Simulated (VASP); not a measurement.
# MgO (Periclase): exact exchange and RPA correlation, part 2 of 6

Aim: total energies of MgO (Periclase) from exact exchange and RPA correlation, beside cheaper functionals. The scan starts from a database cell scaled to its smallest volume. The cell is of the rock-salt type. The start is a cell from a database of measured crystal structures.

VASP 6.6.1, plane waves and PAW; the level of theory is named at each step.

So far. Step 3 (Exact exchange, volume ratio 0.94): The Hartree-Fock energy on these orbitals is -10.6674 eV an atom. Step 4 (Empty bands, volume ratio 0.94): WAVECAR now holds 544 bands for 8 electrons.

The database entry behind the starting cell differs from other determinations of this structure, so it need not match the best structure at room temperature.

### 5. RPA correlation, volume ratio 0.94

This step: RPA correlation on PBE orbitals; plane waves and PAW (Mg_GW, O_GW) (VASP 6.6.1).

The RPA correlation energy follows from the response function on imaginary frequencies; VASP computes it for a row of response cutoffs and extrapolates.

INCAR

```
SYSTEM = MgO
PREC = Accurate
ENCUT = 560
ISMEAR = 0
SIGMA = 0.05
LREAL = .FALSE.
GGA = PE
NBANDS = 544
ALGO = ACFDT
ENCUTGW = 200
NOMEGA = 12
PRECFOCK = Fast
LWAVE = .FALSE.
LCHARG = .FALSE.
```

POSCAR

```
MgO
1.0
    0.0000000000      2.0654573102      2.0654573102
    2.0654573102      0.0000000000      2.0654573102
    2.0654573102      2.0654573102      0.0000000000
Mg O
1 1
Direct
    0.0000000000      0.0000000000      0.0000000000
    0.5000000000      0.5000000000      0.5000000000
```

KPOINTS

```
Automatic mesh
0
Gamma
4 4 4
0 0 0
```

Potentials, in the order of the species: Mg_GW and O_GW (PBE family, release 64).

Command:

```
$ mpirun -np 8 vasp_std
```

Log:

```text
[banner, memory and clock lines left out]
running    8 mpi-ranks, on    1 nodes
 distrk:  each k-point on    8 cores,    1 groups
 distr:  one band on    1 cores,    8 groups

 POSCAR found type information on POSCAR MgO
 POSCAR found :  2 types and       2 ions
 [... a notice as in an earlier step ...]

 LDA part: xc-table for (Slater+PW92), standard interpolation
 found WAVECAR, reading the header
 POSCAR, INCAR and KPOINTS ok, starting setup
 FFT: planning ... GRIDC
 FFT: planning ... GRID_SOFT
 FFT: planning ... GRID
 reading WAVECAR
 the WAVECAR file was read successfully
 initial charge from wavefunction
 available memory per node:     53.57 GB, setting MAXMEM to     54855

 The Fermi energy was updated, please check that it is located mid-gap
 values below the HOMO (VB) or above the LUMO (CB) will cause erroneous energies
 E-fermi :   6.3019

 the WAVEDER file was read successfully
 set NWRITE>2 for more details about minimax calculation
 number of imaginary grid points requested:      12
 number of distinct grids requested:  1
 quadrature errors minimized for energies in [ 0.531E+01, 0.568E+03 ]
 bosonic grid (T=0, re) determined with error: 0.2032E-08
 bosonic grid (re): 0.2032E-08
       1.1397       3.6518       6.9263      11.6995      19.1171
      31.0694      50.7917      84.0090     141.3634     244.8076
     452.3290    1036.2961
energies w=
    0.000    1.140    0.000    3.652    0.000    6.926    0.000   11.699
    0.000   19.117    0.000   31.069    0.000   50.792    0.000   84.009
    0.000  141.363    0.000  244.808    0.000  452.329    0.000 1036.296
 responsefunction array rank=     128
 LDA part: xc-table for (Slater+PW92), standard interpolation

 min. memory requirement per mpi rank     82.0 MB, per node    656.3 MB

 allocating   2 responsefunctions rank=   128
 shmem allocating  12 responsefunctions rank=   128
 response function shared by NCSHMEM nodes    1
 Doing            2  frequencies on each core in blocks of           12
NQ=   1    0.0000    0.0000    0.0000,
|.........|.........|.........|.........
 performed       1658000 updates of chi_q(r,r)
 total number of BLAS operations        169.46 Gflops
NQ=   2    0.2500    0.0000    0.0000,
|.........|.........|.........|.........
 performed       3316000 updates of chi_q(r,r)
 total number of BLAS operations        351.13 Gflops
NQ=   3    0.5000    0.0000    0.0000,
|.........|.........|.........|.........
 performed       4974000 updates of chi_q(r,r)
 total number of BLAS operations        505.92 Gflops
NQ=   4    0.2500    0.2500    0.0000,
|.........|.........|.........|.........
 performed       6632000 updates of chi_q(r,r)
 total number of BLAS operations        713.28 Gflops
NQ=   5    0.5000    0.2500    0.0000,
|.........|.........|.........|.........
 performed       8290000 updates of chi_q(r,r)
 total number of BLAS operations        882.74 Gflops
NQ=   6   -0.2500    0.2500    0.0000,
|.........|.........|.........|.........
 performed       9948000 updates of chi_q(r,r)
 total number of BLAS operations       1064.40 Gflops
NQ=   7    0.5000    0.5000    0.0000,
|.........|.........|.........|.........
 performed      11606000 updates of chi_q(r,r)
 total number of BLAS operations       1242.98 Gflops
NQ=   8   -0.2500    0.5000    0.2500,
|.........|.........|.........|.........
 performed      13264000 updates of chi_q(r,r)
 total number of BLAS operations       1397.77 Gflops
 entering main loop
```

Run time: 27 s. Hardware: 8 MPI ranks of Intel Xeon Platinum 8488C (Sapphire Rapids), shared host; peak memory 1.3 GiB; 2.8 min of CPU time.

From OUTCAR (step 5):

```text
   k-points           NKPTS =      8   k-points in BZ     NKDIM =     64   number of bands    NBANDS=    544

   NELECT =       8.0000    total number of electrons

 E-fermi :   6.3019

 Hartree contr. to MP2           -6.043939      0.000000

 Hartree contr. to MP2           -3.016897      0.000000

 Hartree contr. to MP2           -0.756168      0.000000

 Hartree contr. to MP2           -1.521018      0.000000

      cutoff energy     smooth cutoff   RPA   correlation   Hartree contr. to MP2

      cutoff energy     smooth cutoff   RPA   correlation   Hartree contr. to MP2
---------------------------------------------------------------------------------
            200.000           160.000      -10.2517044249      -16.1392677836
            190.476           152.381      -10.1065884820      -15.9440685481
            181.406           145.125       -9.9561543303      -15.7379418971
            172.768           138.214       -9.8008256993      -15.5211988287
            164.541           131.632       -9.6397661521      -15.2930242241
            156.705           125.364       -9.4682421337      -15.0460051685
            149.243           119.394       -9.2936742453      -14.7902373510
            142.136           113.709       -9.1172985249      -14.5280957992
  linear regression

  converged value                          -11.9282916477      -18.5362702204

[... 7 parts as in an earlier step ...]

[... 2 further parts left out ...]
```

This step gave:

| Item | Value |
| --- | --- |
| RPA correlation energy | -11.93 eV |

The correlation energy is -5.9641 eV an atom. With exact exchange the total is -16.6315 eV an atom.

### 6. Comparison: r2SCAN, volume ratio 0.94

This step: r2SCAN; plane waves and PAW (Mg_GW, O_GW) (VASP 6.6.1).

For comparison the same cell is computed with r2SCAN.

INCAR

```
SYSTEM = MgO
PREC = Accurate
ENCUT = 560
EDIFF = 1E-06
NELM = 100
ISMEAR = 0
SIGMA = 0.05
LREAL = .FALSE.
ALGO = Normal
METAGGA = R2SCAN
LASPH = .TRUE.
NBANDS = 10
LWAVE = .FALSE.
LCHARG = .FALSE.
KPAR = 8
```

POSCAR is that of step 5.

KPOINTS is that of step 5.

Command:

```
$ mpirun -np 8 vasp_std
```

Log:

```text
[banner, memory and clock lines left out]
running    8 mpi-ranks, on    1 nodes
 distrk:  each k-point on    1 cores,    8 groups
 distr:  one band on    1 cores,    1 groups

 POSCAR found type information on POSCAR MgO
 POSCAR found :  2 types and       2 ions
 [... a notice as in an earlier step ...]

|                                                                             |
|               ----> ADVICE to this user running VASP <----                  |
|                                                                             |
|     You enforced a specific xc type in the INCAR file but a different       |
|     [... a line on the potential file left out ...]
|     I HOPE YOU KNOW WHAT YOU ARE DOING!                                     |
|                                                                             |

 LDA part: xc-table for (None), standard interpolation
 POSCAR, INCAR and KPOINTS ok, starting setup
 FFT: planning ... GRIDC
 FFT: planning ... GRID_SOFT
 FFT: planning ... GRID
 WAVECAR not read
 entering main loop
       N       E                     dE             d eps       ncg     rms          rms(c)
DAV:   1     0.400411E+02    0.40041E+02   -0.57279E+03   160   0.817E+02
DAV:   2    -0.176986E+02   -0.57740E+02   -0.54402E+02   164   0.276E+02
DAV:   3    -0.198636E+02   -0.21650E+01   -0.21617E+01   224   0.474E+01
DAV:   4    -0.198805E+02   -0.16843E-01   -0.16841E-01   190   0.424E+00
DAV:   5    -0.198807E+02   -0.22094E-03   -0.22093E-03   204   0.438E-01    0.668E+00
DAV:   6    -0.161100E+02    0.37707E+01   -0.50064E+00   232   0.171E+01    0.198E+00
DAV:   7    -0.161562E+02   -0.46250E-01   -0.28560E-01   248   0.537E+00    0.141E+00
DAV:   8    -0.161692E+02   -0.12956E-01   -0.57909E-02   176   0.469E+00    0.444E-01
DAV:   9    -0.161662E+02    0.30191E-02   -0.15499E-02   222   0.165E+00    0.588E-02
DAV:  10    -0.161663E+02   -0.13706E-03   -0.15763E-04   176   0.123E-01    0.105E-02
DAV:  11    -0.161663E+02   -0.11309E-04   -0.28118E-05   214   0.462E-02    0.696E-03
DAV:  12    -0.161663E+02   -0.13439E-05   -0.31621E-06   112   0.212E-02    0.198E-03
DAV:  13    -0.161663E+02    0.80368E-07   -0.41243E-07    94   0.596E-03
   1 F= -.16166333E+02 E0= -.16166333E+02  d E =-.178531E-14
```

It took 6.6 s on 8 MPI ranks; peak memory 1 GiB; 38 s of CPU time.

From OUTCAR (step 6):

```text
   NELECT =       8.0000    total number of electrons

 E-fermi :   3.4806

 k-point     1 :       0.0000    0.0000    0.0000
  band No.  band energies     occupation
      1     -15.2991      2.00000
      2       3.2192      2.00000
      3       3.2192      2.00000
      4       3.2192      2.00000
      5       9.4269      0.00000
      6      20.4023      0.00000
      7      20.4023      0.00000
      8      20.4023      0.00000
      9      24.7211      0.00000
    ...

  Total        0.8868121      0.8868121      0.8868121     -0.0000000     -0.0000000      0.0000000
  in kB       80.6238462     80.6238462     80.6238462     -0.0000000     -0.0000000      0.0000000
  external PRESSURE =      80.6238462 kB  Pullay stress =       0.0000000 kB

  FREE ENERGIE OF THE ION-ELECTRON SYSTEM (eV)
  ---------------------------------------------------
  free  energy   TOTEN  =       -16.1663328759 eV

  energy  without entropy=      -16.1663328759  energy(sigma->0) =      -16.16633288

[... 9 parts as in an earlier step ...]

[... 8 further parts left out ...]
```

The PAW data sets were made with PBE, which is usual practice but a small mismatch for other functionals.

This step gave:

* free energy (TOTEN): -16.17 eV
* Fermi energy: 3.481 eV
* pressure: 8.062 GPa
* gap on the k-mesh: 6.208 eV
* least direct gap on the k-mesh: 6.208 eV

Its energy is -8.0832 eV an atom, on a zero of its own.

### 7. Orbitals for comparison: HSE06, volume ratio 0.94

This step: PBE; plane waves and PAW (Mg_GW, O_GW) (VASP 6.6.1).

A hybrid converges faster from good orbitals, so a cheap PBE run writes WAVECAR first.

INCAR

```
SYSTEM = MgO
PREC = Accurate
ENCUT = 560
EDIFF = 1E-05
NELM = 100
ISMEAR = 0
SIGMA = 0.05
LREAL = .FALSE.
ALGO = Normal
GGA = PE
NBANDS = 10
LORBIT = 11
LWAVE = .TRUE.
LCHARG = .FALSE.
KPAR = 8
```

POSCAR is that of step 6.

KPOINTS is that of step 6.

Command:

```
$ mpirun -np 8 vasp_std
```

Log:

```text
[banner, memory and clock lines left out]
running    8 mpi-ranks, on    1 nodes
 distrk:  each k-point on    1 cores,    8 groups
 distr:  one band on    1 cores,    1 groups

 POSCAR found type information on POSCAR MgO
 POSCAR found :  2 types and       2 ions
 [... a notice as in an earlier step ...]

 LDA part: xc-table for (Slater+PW92), standard interpolation
 POSCAR, INCAR and KPOINTS ok, starting setup
 FFT: planning ... GRIDC
 FFT: planning ... GRID_SOFT
 FFT: planning ... GRID
 WAVECAR not read
 entering main loop
       N       E                     dE             d eps       ncg     rms          rms(c)
[... 10 cycles as in an earlier step ...]
DAV:  11    -0.118591E+02   -0.12853E-06   -0.44367E-06   108   0.242E-02
   1 F= -.11859116E+02 E0= -.11859116E+02  d E =-.622213E-14
 writing wavefunctions
```

It took 2 s on 8 MPI ranks; peak memory 1 GiB.

Parts of OUTCAR (step 7):

```text
   NELECT =       8.0000    total number of electrons

 E-fermi :   3.9044

 k-point     1 :       0.0000    0.0000    0.0000
  band No.  band energies     occupation
      1     -13.9346      2.00000
      2       3.6491      2.00000
      3       3.6491      2.00000
      4       3.6491      2.00000
      5       8.9557      0.00000
      6      19.7735      0.00000
      7      19.7735      0.00000
      8      19.7735      0.00000
      9      23.8499      0.00000
    ...

  Total        1.5999807      1.5999807      1.5999807      0.0000000      0.0000000     -0.0000000
  in kB      145.4610306    145.4610306    145.4610306      0.0000000      0.0000000     -0.0000000
  external PRESSURE =     145.4610306 kB  Pullay stress =       0.0000000 kB

 POSITION                                       TOTAL-FORCE (eV/Angst)
 -----------------------------------------------------------------------------------
      0.00000      0.00000      0.00000         0.000000      0.000000      0.000000
      2.06546      2.06546      2.06546        -0.000000     -0.000000     -0.000000
 -----------------------------------------------------------------------------------
    total drift:                               -0.000000     -0.000000      0.000000

  FREE ENERGIE OF THE ION-ELECTRON SYSTEM (eV)
  ---------------------------------------------------
  free  energy   TOTEN  =       -11.8591158141 eV

  energy  without entropy=      -11.8591158141  energy(sigma->0) =      -11.85911581

[... 8 parts as in an earlier step ...]

[... 9 further parts left out ...]
```

Read from the output:

| Item | Value |
| --- | --- |
| free energy (TOTEN) | -11.86 eV |
| Fermi energy | 3.904 eV |
| pressure | 14.55 GPa |
| gap on the k-mesh | 5.307 eV |
| least direct gap on the k-mesh | 5.307 eV |

The run ends at a pressure of 14.55 GPa.

### 8. Comparison: HSE06, volume ratio 0.94

This step: HSE06; plane waves and PAW (Mg_GW, O_GW) (VASP 6.6.1).

For comparison the same cell is computed with HSE06.

INCAR

```
SYSTEM = MgO
PREC = Accurate
ENCUT = 560
EDIFF = 1E-06
NELM = 100
ISMEAR = 0
SIGMA = 0.05
LREAL = .FALSE.
ALGO = Normal
LHFCALC = .TRUE.
AEXX = 0.25
GGA = PE
HFSCREEN = 0.2
LASPH = .TRUE.
NBANDS = 10
PRECFOCK = Fast
LWAVE = .FALSE.
LCHARG = .FALSE.
KPAR = 8
```

POSCAR is that of step 7.

KPOINTS is that of step 7.

The WAVECAR or CHGCAR of an earlier step is read.

Command:

```
$ mpirun -np 8 vasp_std
```

Log:

```text
[banner, memory and clock lines left out]
running    8 mpi-ranks, on    1 nodes
 distrk:  each k-point on    1 cores,    8 groups
 distr:  one band on    1 cores,    1 groups

 POSCAR found type information on POSCAR MgO
 POSCAR found :  2 types and       2 ions
 [... a notice as in an earlier step ...]

 LDA part: xc-table for (Slater+PW92), standard interpolation
 found WAVECAR, reading the header
 POSCAR, INCAR and KPOINTS ok, starting setup
 FFT: planning ... GRIDC
 FFT: planning ... GRID_SOFT
 FFT: planning ... GRID
 reading WAVECAR
 the WAVECAR file was read successfully
 initial charge from wavefunction
 entering main loop
       N       E                     dE             d eps       ncg     rms          rms(c)
DAV:   1    -0.142370E+02   -0.14237E+02   -0.30915E-01   172   0.757E+00    0.308E-01
DAV:   2    -0.142381E+02   -0.11392E-02   -0.19974E-03   192   0.451E-01    0.211E-01
DAV:   3    -0.142376E+02    0.50883E-03   -0.25944E-04   200   0.121E-01    0.132E-01
DAV:   4    -0.142375E+02    0.16428E-03   -0.67981E-05   218   0.130E-01    0.785E-02
DAV:   5    -0.142374E+02    0.54724E-04   -0.19719E-05   208   0.924E-02    0.449E-02
DAV:   6    -0.142374E+02    0.18110E-04   -0.68062E-06   218   0.531E-02    0.257E-02
DAV:   7    -0.142374E+02    0.58952E-05   -0.23618E-06   164   0.283E-02    0.150E-02
DAV:   8    -0.142374E+02    0.19036E-05   -0.77856E-07    86   0.160E-02    0.882E-03
DAV:   9    -0.142374E+02    0.59565E-06   -0.38762E-07    86   0.968E-03
   1 F= -.14237389E+02 E0= -.14237389E+02  d E =-.273708E-23
```

The job ended after 11 s (8 MPI ranks; peak memory 1.7 GiB).

From OUTCAR (step 8):

```text
   k-points           NKPTS =      8   k-points in BZ     NKDIM =     64   number of bands    NBANDS=     10

   NELECT =       8.0000    total number of electrons

  exchange ACFDT corr.  =         0.00000000  see jH, gK, PRB 81, 115126

 E-fermi :   2.6930

 k-point     1 :       0.0000    0.0000    0.0000
  band No.  band energies     occupation
      1     -16.7911      2.00000
      2       2.3479      2.00000
      3       2.3479      2.00000
      4       2.3479      2.00000
      5       9.4747      0.00000
      6      20.5053      0.00000
      7      20.5053      0.00000
      8      20.5053      0.00000
      9      24.6003      0.00000
    ...

 POSITION                                       TOTAL-FORCE (eV/Angst)
 -----------------------------------------------------------------------------------
      0.00000      0.00000      0.00000         0.000000      0.000000      0.000000
      2.06546      2.06546      2.06546        -0.000000     -0.000000     -0.000000
 -----------------------------------------------------------------------------------
    total drift:                               -0.000024     -0.000037     -0.000036

  FREE ENERGIE OF THE ION-ELECTRON SYSTEM (eV)
  ---------------------------------------------------
  free  energy   TOTEN  =       -14.2373891301 eV

  energy  without entropy=      -14.2373891301  energy(sigma->0) =      -14.23738913

[... 7 parts as in an earlier step ...]

[... 8 further parts left out ...]
```

The k-mesh is coarse for exact exchange; levels may shift by about 0.1 eV on a finer one.

This step gave:

* free energy (TOTEN): -14.24 eV
* Fermi energy: 2.693 eV
* gap on the k-mesh: 7.127 eV
* least direct gap on the k-mesh: 7.127 eV

Its energy is -7.1187 eV an atom, on a zero of its own.

### 9. Orbitals, volume ratio 0.97

This step: PBE; plane waves and PAW (Mg_GW, O_GW) (VASP 6.6.1).

The same chain follows at a volume ratio of 0.97.

INCAR

```
SYSTEM = MgO
PREC = Accurate
ENCUT = 560
EDIFF = 1E-08
NELM = 100
ISMEAR = 0
SIGMA = 0.05
LREAL = .FALSE.
ALGO = Normal
GGA = PE
NBANDS = 10
LORBIT = 11
LWAVE = .TRUE.
LCHARG = .FALSE.
KPAR = 8
```

POSCAR

```
MgO
1.0
    0.0000000000      2.0872005640      2.0872005640
    2.0872005640      0.0000000000      2.0872005640
    2.0872005640      2.0872005640      0.0000000000
Mg O
1 1
Direct
    0.0000000000      0.0000000000      0.0000000000
    0.5000000000      0.5000000000      0.5000000000
```

KPOINTS is that of step 8.

Command:

```
$ mpirun -np 8 vasp_std
```

Log:

```text
[... set-up lines as in an earlier step ...]
 entering main loop
       N       E                     dE             d eps       ncg     rms          rms(c)
DAV:   1     0.311007E+02    0.31101E+02   -0.50801E+03   176   0.782E+02
DAV:   2    -0.119747E+02   -0.43075E+02   -0.35344E+02   174   0.202E+02
DAV:   3    -0.134640E+02   -0.14893E+01   -0.14869E+01   222   0.383E+01
DAV:   4    -0.134714E+02   -0.74475E-02   -0.74437E-02   192   0.247E+00
[...]
DAV:  13    -0.118995E+02    0.50449E-07   -0.80807E-08   214   0.364E-03    0.138E-04
DAV:  14    -0.118995E+02    0.19642E-07   -0.11947E-09   104   0.538E-04    0.115E-05
DAV:  15    -0.118995E+02    0.22743E-08   -0.14953E-10   100   0.169E-04
   1 F= -.11899527E+02 E0= -.11899527E+02  d E =-.289706E-14
 writing wavefunctions
```

Elapsed: 2.2 s, on 8 MPI ranks; peak memory 1 GiB.

OUTCAR, selected parts (step 9):

```text
  Total        0.9505139      0.9505139      0.9505139     -0.0000000     -0.0000000     -0.0000000
  in kB       83.7426114     83.7426114     83.7426114     -0.0000000     -0.0000000     -0.0000000
  external PRESSURE =      83.7426114 kB  Pullay stress =       0.0000000 kB

 POSITION                                       TOTAL-FORCE (eV/Angst)
 -----------------------------------------------------------------------------------
      0.00000      0.00000      0.00000         0.000000      0.000000     -0.000000
      2.08720      2.08720      2.08720        -0.000000     -0.000000      0.000000
 -----------------------------------------------------------------------------------
    total drift:                               -0.000000     -0.000000      0.000000

  FREE ENERGIE OF THE ION-ELECTRON SYSTEM (eV)
  ---------------------------------------------------
  free  energy   TOTEN  =       -11.8995265601 eV

  energy  without entropy=      -11.8995265601  energy(sigma->0) =      -11.89952656

[... 1 part as in an earlier step ...]

[... 2 further parts left out ...]
[key lines of the parts left out:]
E-fermi :   3.6604
```

The run ends at a pressure of 8.37 GPa.

[end of part 2 of 6]

[Long decimals in the printed logs are rounded to 6 places.]

[Lines on the potential files, build, host, timing and source positions are cut from VASP's logs without a mark.]

[Logs are printed without paths, hosts, clocks, repeated set-up lines and the standing remarks that a program may print on its own settings, such as how far it seeks lower states.]

[Hosts, paths, dates, database ids (printed as entryN), source tags and the programs' standing remarks are cut or masked in the printed files.]

[Measured values are set beside computed ones only where the two were judged alike; some that the calculation misses by far are left out.]

[Pressures printed for these runs are not shown converged in the cutoff: they can be off by several GPa and have the wrong sign.]
